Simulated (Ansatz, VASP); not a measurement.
## Cu (Cu(100) monolayer) in two plane-wave programs

Wanted: the spread between two codes on one cell, functional and k mesh. The cell is taken from a series of runs on this material, whose earlier steps may have relaxed, scaled, displaced or heated it; both programs get it as it stands.

Main program and level: Ansatz 0.2.0; plane waves, with VASP 6.6.1 beside it; single point at PBE.

## Step 1: Set-up

The cell holds 1 atom: 1 Cu. Its edges and angles: a = 2.553 Å, b = 2.553 Å, c = 18.000 Å, α = 90.0°, β = 90.0°, γ = 90.0°. Vacuum lies along c.

## Step 2: Ansatz: single point, PBE, pair 1

Ansatz runs on its default PAW (the set named soft_2) files.

With cell and atoms fixed, the geometry can't cause a difference; cores, projectors, grids and the points listed under the comparison can.

The input, input.yaml:

```yaml
crystal:
  lattice:
    - [2.5526554801, 0.0, 0.0]
    - [0.0, 2.5526554801, 0.0]
    - [0.0, 0.0, 18.0]
  atoms:
    - { symbol: Cu, position: [0.5, 0.5, 0.5] }
kpoints:
  mp_grid: { grid: [16, 16, 1] }
hamiltonian:
  xc: pbe
scf:
  occupations: { method: fermi_dirac, width: 0.1 }
  convergence: { dr2_threshold: 1.0e-09 }
efield:
  axis: 3
  dipole_correction: true
  ramp_position: 0.97
  ramp_width: 0.06
output:
  write_potential: true
  write_density: true
  volumetric_format: npy
  elf: true
```

Run with:

```bash
$ ansatz run input.yaml --threads 2 --pin off --max-ram 3072MiB --backend cpu --events-out ev --progress --plain --runs-dir out
```

Numbers of over 12 decimals in the logs are rounded to 6 here.

Output:

```text
Engine: ansatz 0.2.0, aarch64-unknown-linux-gnu
Pseudopotentials: kind: paw
Pseudopotential: Cu, paw, valence charge 19, recommended cutoff 420 eV (normal), Cu.paw.azcp
Functional definition: PBE
  parameter kappa = 0.804
  parameter beta = 0.066725
  exchange = pbe_x(kappa = kappa, mu = beta*pi^2/3)
  correlation = pbe_c(beta = beta)
Crystal: 1 atoms, lattice volume = 117.289 Å³
Basis set: ecut = 420 eV, 2321 PW (Γ)
Bands: 14, of which v1, the nominal top of the filled ones, is band 10 counted from 1 (9 counted from 0)
Symmetry: 8 space group operations
k-points: 45 of 256
Non-local potential: Cu, projectors of the file, l = 0: 3, l = 1: 2, l = 2: 3, l = 3: 1
PAW form: soft (Blöchl's): semilocal exchange-correlation on the pseudo side does not see the compensation charge
PAW one-centre angular grid: Cu, 590 points (default); XC on 64 Gauss nodes
Initial density: superposition of atomic densities (neutral atoms: chi_scale 0, normalization atom), corrected by the library's trained network
Initial wavefunctions: pseudopotential atomic-orbital guess
Functional: x = pbe(κ = 0.804, μ = 0.219515), c = pbe(β = 0.066725)
SCF iter   1: F=—  HF=-6623.988576 eV  |F-HF|=—  |Δ(HF+E_count)|=         —  Δρ=1.53e-3  dr2=2.18e-3  ethr=1.77e-3  p=0.000 e·Å  D=2.28e-15 V/Å  ΔV_dip=-0.00 eV  dr2_dipole=1.77e-14  V_vac-E_F(+/−)=5.09/5.09 eV  ⟨swp⟩=5.6  Hψ=3422  notcnv=0
efield: sawtooth ramp at fractional position 0.9700 (set: `efield.ramp_position`, or a place that a band, a saddle search or an elastic batch's reference lends), width 0.0600; the density the first Hamiltonian is built on has a dipole p = 0.000 e·Å; the dipole correction subtracts the counter field D = 2.28e-15 V/Å, which shifts the + side's vacuum level by -0.00 eV against the − side's; the planar-averaged density in the ramp window peaks in size at 9.2e-6 e/Å³
preconditioner: auto → LDOS  [metal: Δε(μ)=0.246 eV  Ē_g=8.081 eV  σ=0.100 eV  W_gap=0.42  n_scr=10 (ndim 8)  ℏωp=11.4 eV  f_vac=0.785  D(μ)=0.39/eV (n_scr^D=4)  β→1.0]
SCF iter   2: F=—  HF=-6623.990559 eV  |F-HF|=—  |Δ(HF+E_count)|=   1.98e-3  Δρ=4.12e-3  dr2=1.14e-2  ethr=1.15e-5  p=0.000 e·Å  D=9.18e-8 V/Å  ΔV_dip=-0.00 eV  dr2_dipole=1.16e-13  V_vac-E_F(+/−)=4.94/4.94 eV  ⟨swp⟩=2.5  Hψ=1717  notcnv=0  defer=7
SCF iter   3: F=—  HF=-6623.988640 eV  |F-HF|=—  |Δ(HF+E_count)|=   1.92e-3  Δρ=1.40e-3  dr2=1.29e-3  ethr=1.15e-5  p=0.000 e·Å  D=9.59e-8 V/Å  ΔV_dip=-0.00 eV  dr2_dipole=4.09e-15  V_vac-E_F(+/−)=5.00/5.00 eV  ⟨swp⟩=2.0  Hψ=1234  notcnv=0  defer=7
SCF iter   4: F=—  HF=-6623.988355 eV  |F-HF|=—  |Δ(HF+E_count)|=   2.85e-4  Δρ=2.32e-4  dr2=3.68e-5  ethr=6.80e-6  p=0.000 e·Å  D=1.27e-7 V/Å  ΔV_dip=-0.00 eV  dr2_dipole=5.36e-14  V_vac-E_F(+/−)=4.99/4.99 eV  ⟨swp⟩=2.1  Hψ=815  notcnv=0  defer=7
SCF iter   5: F=—  HF=-6623.988349 eV  |F-HF|=—  |Δ(HF+E_count)|=   5.83e-6  Δρ=2.22e-5  dr2=3.33e-7  ethr=1.94e-7  p=-0.000 e·Å  D=-1.21e-7 V/Å  ΔV_dip=0.00 eV  dr2_dipole=1.35e-13  V_vac-E_F(+/−)=4.99/4.99 eV  ⟨swp⟩=2.1  Hψ=839  notcnv=0  defer=7
SCF iter   6: F=—  HF=-6623.988358 eV  |F-HF|=—  |Δ(HF+E_count)|=   9.61e-6  Δρ=2.57e-6  dr2=4.51e-9  ethr=1.75e-9  p=0.000 e·Å  D=1.08e-7 V/Å  ΔV_dip=-0.00 eV  dr2_dipole=1.16e-13  V_vac-E_F(+/−)=4.99/4.99 eV  ⟨swp⟩=2.2  Hψ=932  notcnv=0  defer=7
SCF iter   7: F=-6623.988358 eV  HF=-6623.988358 eV  |F-HF|=1.43e-10  |Δ(HF+E_count)|=   3.79e-9  Δρ=2.61e-7  dr2=4.66e-11  ethr=5.26e-12  p=-0.000 e·Å  D=-2.29e-7 V/Å  ΔV_dip=0.00 eV  dr2_dipole=5.29e-13  V_vac-E_F(+/−)=4.99/4.99 eV  ⟨swp⟩=5.8  Hψ=2141  notcnv=0
SCF 1 converged in 7 iterations: F = -6623.988358 eV  dr2 = 4.66e-11
  greatest PAW one-centre occupation: 1.000 electrons in one spin orbital (limit 2), on the Cu atom at site 0 (counted from 0), in its partial waves of l = 0
WARN: The output density's exchange-correlation potential varies sharply where the density is thin. Do not read a vacuum level from v_tot or v_xc, or from such a field of the output density. On a cell that repeats whose density bears no net charge and no dipole along the vacuum's axis use v_es (v_loc + v_h of the components); under efield.dipole_correction with no amplitude use v_es + v_field, which holds any externa [...]
SCF converged after 7 iterations
Free energy (F): -6623.988358 eV
Harris-Foulkes:  -6623.988358 eV  (|F-HF|=1.43e-10)
Internal energy: -6623.975503 eV  (E = F + TS)
E sigma→0 (E₀):  -6623.981931 eV
Entropy (-TS):   -0.012855 eV (-12.855 meV/atom)
Fermi energy:    -2.800175 eV
Dipole field:    D = 0.000001 V/Å  (p = 0.000001 e·Å, saw-weighted, corrected)
Work function:   Φ+ = 4.9858 eV   Φ− = 4.9858 eV
Levels:          The Fermi level and band energies are counted from a zero that moves with the ramp; work functions are not
--- Per-component energies (eV) ---
  E_band       = -703.258834
  E_kinetic    = 298.734327
  E_local      = -17400.021378  (includes V_loc(G=0)·N_el)
  E_nonlocal   = 398.247985
  E_hartree    = 8288.825159
  E_xc         = -86.342820
  E_vxc        = -111.108948  (∫ρ·V_xc dr)
  E_paw        = -1670.886728  (= ΣΔE_a)
  E_vpaw       = -466.762068  (= ΣTr[D̂ρ^β])
  E_aug_tail   = 0.000291  (compensation charges beyond the density's cutoff)
  E_efield     = 0.000000  (sawtooth field / dipole correction)
  E_vefield    = 0.000000  (∫n·V_field dr)
  E_ewald      = 3547.467661
  E_smearing   = -0.012855  (= −TS)
  E_closure    = 0.000000  (closes the sum)
  Σ components = -6623.988358   (vs F -6623.988358, Δ=0.00e0)
--- Band table (eV; the first three rows and the last of 45) ---
  k-point 0: bands = [... 6 lower, -4.2675, -3.6001, -3.6001, -3.4394, -1.4187, 1.8186, 2.4881, 2.6609]
  k-point 1: bands = [... 6 lower, -4.2507, -3.6701, -3.5970, -3.4620, -1.2822, 1.9062, 2.5807, 2.7491]
  k-point 2: bands = [... 6 lower, -4.2022, -3.8422, -3.5881, -3.5259, -0.9072, 2.1693, 2.8576, 3.0139]
  k-point 44: bands = [... 6 lower, -4.3663, -3.6350, -3.0257, 3.5118, 3.5118, 6.7243, 8.1187, 9.0795]
```

The column dr2 measures how far the density is from self-consistency, as an energy; F and HF (Harris–Foulkes) agree once it is small.

## Step 3: VASP: single point, PBE, pair 1

The same cell, functional, mesh and smearing now go to VASP, with its own data sets.

Lines of VASP's logs that name or quote its potential files are left out, and so is its time.

The input, INCAR:

```
SYSTEM = Cu
PREC = Accurate
ENCUT = 520
EDIFF = 1E-06
NELM = 120
ISMEAR = -1
SIGMA = 0.1
LREAL = .FALSE.
ALGO = Normal
GGA = PE
NBANDS = 11
LASPH = .TRUE.
LORBIT = 11
LWAVE = .FALSE.
LCHARG = .FALSE.
ISIF = 2
LDIPOL = .TRUE.
IDIPOL = 3
DIPOL = 0.5 0.5 0.5
LVHAR = .TRUE.
GGA_COMPAT = .FALSE.
NELMDL = -8
KPAR = 2
```

The input, POSCAR:

```
Cu
1.0
    2.5526554801      0.0000000000      0.0000000000
    0.0000000000      2.5526554801      0.0000000000
    0.0000000000      0.0000000000     18.0000000000
Cu
1
Direct
    0.5000000000      0.5000000000      0.5000000000
```

The input, KPOINTS:

```
Automatic mesh
0
Gamma
16 16 1
0 0 0
```

Potentials, in the order of the species: Cu (PBE family, release 64).

Run with:

```bash
$ mpirun -np 2 vasp_std
```

Output:

```text
[banner, memory and clock lines left out]
running    2 mpi-ranks, on    1 nodes
 distrk:  each k-point on    1 cores,    2 groups
 distr:  one band on    1 cores,    1 groups

 POSCAR found type information on POSCAR Cu
 POSCAR found :  1 types and       1 ions
 LDA part: xc-table for (Slater+PW92), standard interpolation
 POSCAR, INCAR and KPOINTS ok, starting setup
 FFT: planning ... GRIDC
 FFT: planning ... GRID_SOFT
 FFT: planning ... GRID
 WAVECAR not read
 entering main loop
       N       E                     dE             d eps       ncg     rms          rms(c)
DAV:   1     0.614848897518E+02    0.61485E+02   -0.36444E+03   990   0.738E+02
DAV:   2    -0.166667372298E+01   -0.63152E+02   -0.55995E+02  1020   0.172E+02
DAV:   3    -0.289619154838E+01   -0.12295E+01   -0.12246E+01  1253   0.309E+01
DAV:   4    -0.291078438508E+01   -0.14593E-01   -0.14590E-01  1147   0.420E+00
DAV:   5    -0.291117039385E+01   -0.38601E-03   -0.38600E-03  1228   0.620E-01
DAV:   6    -0.291118354832E+01   -0.13154E-04   -0.13155E-04  1251   0.109E-01
DAV:   7    -0.291118399936E+01   -0.45103E-06   -0.45084E-06  1153   0.163E-02
DAV:   8    -0.291118401706E+01   -0.17706E-07   -0.17520E-07   845   0.352E-03    0.540E+00
DAV:   9    -0.295443914541E+01   -0.43255E-01   -0.10557E+01  1176   0.583E+01    0.407E+00
DAV:  10    -0.257529740200E+01    0.37914E+00   -0.20785E+00  1108   0.271E+01    0.442E-01
DAV:  11    -0.257648763084E+01   -0.11902E-02   -0.15950E-01  1254   0.656E+00    0.740E-01
DAV:  12    -0.256871180982E+01    0.77758E-02   -0.80088E-02  1080   0.501E+00    0.150E-01
DAV:  13    -0.256798588877E+01    0.72592E-03   -0.25078E-03  1230   0.753E-01    0.278E-02
DAV:  14    -0.256784456732E+01    0.14132E-03   -0.23416E-04  1238   0.144E-01    0.167E-02
DAV:  15    -0.256791263707E+01   -0.68070E-04   -0.59419E-05  1038   0.853E-02    0.740E-03
DAV:  16    -0.256804763981E+01   -0.13500E-03   -0.17847E-05  1008   0.387E-02    0.380E-03
DAV:  17    -0.256810637774E+01   -0.58738E-04   -0.98415E-06  1026   0.314E-02    0.422E-03
DAV:  18    -0.256812418109E+01   -0.17803E-04   -0.19056E-06  1059   0.136E-02    0.196E-03
DAV:  19    -0.256814475153E+01   -0.20570E-04   -0.37639E-06  1083   0.237E-02    0.286E-03
DAV:  20    -0.256815788513E+01   -0.13134E-04   -0.32202E-06  1032   0.236E-02    0.145E-03
DAV:  21    -0.256815930390E+01   -0.14188E-05   -0.86563E-08  1122   0.438E-03    0.793E-04
DAV:  22    -0.256816100697E+01   -0.17031E-05   -0.12828E-07  1003   0.447E-03    0.813E-05
DAV:  23    -0.256816112538E+01   -0.11841E-06   -0.14252E-09  1072   0.355E-04
   1 F= -.25681611E+01 E0= -.25619676E+01  d E =-.123871E-01
```

From OUTCAR (step 3):

```text
ion  position               nearest neighbor table
   1  0.500  0.500  0.500-

  LATTYP: Found a simple tetragonal cell.
 ALAT       =     2.5526554801
 C/A-ratio  =     7.0514803664

 Subroutine GETGRP returns: Found 16 space group operations
 (whereof 16 operations were pure point group operations)

The static configuration has the point symmetry D_4h.

 Found     45 irreducible k-points:

   k-points           NKPTS =     45   k-points in BZ     NKDIM =     45   number of bands    NBANDS=     11

   dimension x,y,z NGX =    20 NGY =   20 NGZ =  140
   dimension x,y,z NGXF=    40 NGYF=   40 NGZF=  280

   ENCUT  =  520.0 eV  38.22 Ry    6.18 a.u.   4.75  4.75 33.47*2*pi/ulx,y,z

   NELECT =      11.0000    total number of electrons

 k-points in reciprocal lattice and weights: Automatic mesh
   0.00000000  0.00000000  0.00000000       0.004
   0.06250000  0.00000000  0.00000000       0.016
   0.12500000  0.00000000  0.00000000       0.016
   0.18750000  0.00000000  0.00000000       0.016
   0.25000000  0.00000000  0.00000000       0.016
   0.31250000  0.00000000  0.00000000       0.016
   0.37500000  0.00000000  0.00000000       0.016
   0.43750000  0.00000000  0.00000000       0.016
   0.50000000  0.00000000  0.00000000       0.008
[...]
0.50000000  0.43750000  0.00000000       0.016
   0.50000000  0.50000000  0.00000000       0.004

 dipolmoment           0.000000      0.000000      0.000000 electrons x Angstroem

 average (electrostatic) potential at core
       1 -73.6622

 E-fermi :  -3.7056

 k-point     1 :       0.0000    0.0000    0.0000
  band No.  band energies     occupation
    ...
      2      -6.2101      2.00000
      3      -5.1953      2.00000
      4      -4.5357      1.99950
      5      -4.5357      1.99950
      6      -4.3753      1.99753
      7      -2.3264      0.00000
      8       0.9093      0.00000
      9       1.5888      0.00000
     10       1.7542      0.00000
     11       3.4821      0.00000

 k-point     2 :       0.0625    0.0000    0.0000
  band No.  band energies     occupation
    ...
      2      -6.1830      2.00000
      3      -5.1786      2.00000
      4      -4.6046      1.99975
      5      -4.5326      1.99949
      6      -4.3977      1.99803
      7      -2.1908      0.00000
      8       0.9969      0.00000
      9       1.6814      0.00000
     10       1.8425      0.00000
     11       3.5750      0.00000

 k-point     3 :       0.1250    0.0000    0.0000
  band No.  band energies     occupation
    ...
      2      -6.0997      2.00000
      3      -5.1303      2.00000
      4      -4.7746      1.99995
      5      -4.5238      1.99944
      6      -4.4611      1.99895
      7      -1.8173      0.00000
      8       1.2598      0.00000
      9       1.9585      0.00000
     10       2.1076      0.00000
     11       3.8530      0.00000

  Total       -1.6232038     -1.6232038     -0.0068686      0.0000000      0.0000000     -0.0000000
  in kB      -22.1731160    -22.1731160     -0.0938261      0.0000000      0.0000000     -0.0000000
  external PRESSURE =     -14.8133527 kB  Pullay stress =       0.0000000 kB

  energy-cutoff  :      520.00
  volume of cell :      117.29
      direct lattice vectors                 reciprocal lattice vectors
     2.552655480  0.000000000  0.000000000     0.391748909  0.000000000  0.000000000
     0.000000000  2.552655480  0.000000000     0.000000000  0.391748909  0.000000000
     0.000000000  0.000000000 18.000000000     0.000000000  0.000000000  0.055555556

 POSITION                                       TOTAL-FORCE (eV/Angst)
 -----------------------------------------------------------------------------------
      1.27633      1.27633      9.00000         0.000000      0.000000      0.000000
 -----------------------------------------------------------------------------------
    total drift:                               -0.000000      0.000000      0.000000

  FREE ENERGIE OF THE ION-ELECTRON SYSTEM (eV)
  ---------------------------------------------------
  free  energy   TOTEN  =        -2.5681611254 eV

  energy  without entropy=       -2.5557740257  energy(sigma->0) =       -2.56196758

 vacuum level on the upper side and lower side of the slab         1.261         1.261

 total charge
# of ion       s       p       d       tot
------------------------------------------
    1        0.428   0.133   9.251   9.812

[... 3 further parts left out ...]
```

## Step 4: Differences

Known differences besides the potentials themselves: the data sets hold 19 valence electrons in Ansatz (on its default PAW (the set named soft_2) files) and 11 in VASP; the cutoff is 420 eV in Ansatz and 520 eV in VASP. Total energies have different zeros and are not compared.

Both answers:

| quantity | Ansatz | VASP | difference |
| --- | --- | --- | --- |
| work function, lower of the two faces (eV) | 4.99 | 4.97 | +0.02 |
| work function, higher of the two faces (eV) | 4.99 | 4.97 | +0.02 |

With vacuum in the cell, a pressure given here is an average over mostly empty space and none of the material.

## Step 5: Ansatz: single point, PBE, pair 2

A single point gives forces, pressure and levels at one fixed geometry, so differences don't come from the geometry; what else differs is listed under the comparison. This pair takes another cell of the material, with 2 atoms against 1 for the pair before.

The cell is taken from a series of runs on this material, whose earlier steps may have relaxed, scaled, displaced or heated it; both programs get it as it stands.

input.yaml, the sections that differ from step 2:

```yaml
crystal:
  lattice:
    - [2.5526554801, 0.0, 0.0]
    - [0.0, 2.5526554801, 0.0]
    - [0.0, 0.0, 19.805]
  atoms:
    - { symbol: Cu, position: [0.5, 0.5, 0.4544306993] }
    - { symbol: Cu, position: [0.0, 0.0, 0.5455693007] }
output:
  write_potential: true
  write_density: true
  volumetric_format: npy
# kpoints, hamiltonian, scf, efield: as in step 2
```

Run with:

```bash
$ ansatz run input.yaml --threads 2 --pin off --max-ram 3072MiB --backend cpu --events-out ev --progress --plain --runs-dir out
```

Output:

```text
[...]
Crystal: 2 atoms, lattice volume = 129.050 Å³
Basis set: ecut = 420 eV, 2551 PW (Γ)
Bands: 23, of which v1, the nominal top of the filled ones, is band 19 counted from 1 (18 counted from 0)
Symmetry: 8 space group operations
k-points: 45 of 256
[...]
k-point 0: bands = [... 15 lower, -2.3766, -2.3244, -2.1002, -2.1002, -2.0411, 0.3211, 3.6607, 3.8429]
  k-point 1: bands = [... 15 lower, -2.3635, -2.2587, -2.1837, -2.0843, -2.0608, 0.4834, 3.7469, 3.9353]
  k-point 2: bands = [... 15 lower, -2.4556, -2.3708, -2.1135, -2.0584, -1.9944, 0.9168, 4.0053, 4.2118]
  k-point 44: bands = [... 15 lower, -2.2886, -1.7557, -1.7557, 3.1092, 3.1092, 7.5315, 7.5315, 7.7029]
[key lines of the parts left out:]
SCF converged after 10 iterations
Free energy (F): -13249.139787 eV
Fermi energy:    -0.718102 eV
Dipole field:    D = -0.000001 V/Å  (p = -0.000000 e·Å, saw-weighted, corrected)
Work function:   Φ+ = 4.6975 eV   Φ− = 4.6976 eV
```

## Step 6: VASP: single point, PBE, pair 2

The same cell, functional, mesh and smearing now go to VASP, with its own data sets.

INCAR: that of step 3 with these lines changed.

```diff
@@ -10,3 +10,3 @@
 GGA = PE
-NBANDS = 11
+NBANDS = 17
 LASPH = .TRUE.
```

The input, POSCAR:

```
Cu
1.0
    2.5526554801      0.0000000000      0.0000000000
    0.0000000000      2.5526554801      0.0000000000
    0.0000000000      0.0000000000     19.8050000000
Cu
2
Direct
    0.5000000000      0.5000000000      0.4544306993
    0.0000000000      0.0000000000      0.5455693007
```

KPOINTS is that of step 3.

Run with:

```bash
$ mpirun -np 2 vasp_std
```

Output:

```text
[banner, memory and clock lines left out]
running    2 mpi-ranks, on    1 nodes
[...]
LDA part: xc-table for (Slater+PW92), standard interpolation
 POSCAR, INCAR and KPOINTS ok, starting setup
[...]
entering main loop
       N       E                     dE             d eps       ncg     rms          rms(c)
DAV:   1     0.147844886153E+03    0.14784E+03   -0.86916E+03  1530   0.122E+03
DAV:   2    -0.274326282752E+01   -0.15059E+03   -0.14081E+03  1534   0.260E+02
DAV:   3    -0.747664694606E+01   -0.47334E+01   -0.46711E+01  1905   0.743E+01
DAV:   4    -0.755944526043E+01   -0.82798E-01   -0.82724E-01  1845   0.102E+01
[...]
DAV:  21    -0.627787541460E+01   -0.35636E-05   -0.18661E-07  1230   0.446E-03    0.524E-04
DAV:  22    -0.627787932191E+01   -0.39073E-05   -0.22873E-07  1238   0.307E-03    0.199E-04
DAV:  23    -0.627788009473E+01   -0.77282E-06   -0.30550E-08  1295   0.252E-03
   1 F= -.62778801E+01 E0= -.62670065E+01  d E =-.217472E-01
```

OUTCAR, selected parts (step 6):

```text
  Total       -1.3766969     -1.3766969     -0.4366170      0.0000000     -0.0000000      0.0000000
  in kB      -17.0918726    -17.0918726     -5.4206571      0.0000000     -0.0000000      0.0000000
  external PRESSURE =     -13.2014674 kB  Pullay stress =       0.0000000 kB

 POSITION                                       TOTAL-FORCE (eV/Angst)
 -----------------------------------------------------------------------------------
      1.27633      1.27633      9.00000        -0.000000      0.000000      0.237645
      0.00000      0.00000     10.80500         0.000000      0.000000     -0.237645
 -----------------------------------------------------------------------------------
    total drift:                               -0.000000      0.000000     -0.000000

  FREE ENERGIE OF THE ION-ELECTRON SYSTEM (eV)
  ---------------------------------------------------
  free  energy   TOTEN  =        -6.2778800947 eV

  energy  without entropy=       -6.2561329184  energy(sigma->0) =       -6.26700651

[... 3 further parts left out ...]
[key lines of the parts left out:]
E-fermi :  -2.3814
```

## Step 7: Differences

What differs besides the data sets and the points named for the pairs above, as far as they apply: the data sets hold 38 valence electrons in Ansatz (on its default PAW (the set named soft_2) files) and 22 in VASP. Total energies have different zeros and are not compared.

Both answers:

| quantity | Ansatz | VASP | difference |
| --- | --- | --- | --- |
| work function, lower of the two faces (eV) | 4.70 | 4.68 | +0.02 |
| work function, higher of the two faces (eV) | 4.70 | 4.68 | +0.02 |

With vacuum in the cell, a pressure given here is an average over mostly empty space and none of the material.

(Part 1 of 2 ends here.)

[Lines on the potential files, build, host, timing and source positions are cut from VASP's logs without a mark.]

[Logs are printed without paths, hosts, clocks, repeated set-up lines and the standing remarks that a program may print on its own settings, such as how far it seeks lower states.]

[Hosts, paths, dates, database ids (printed as entryN), source tags and the programs' standing remarks are cut or masked in the printed files.]
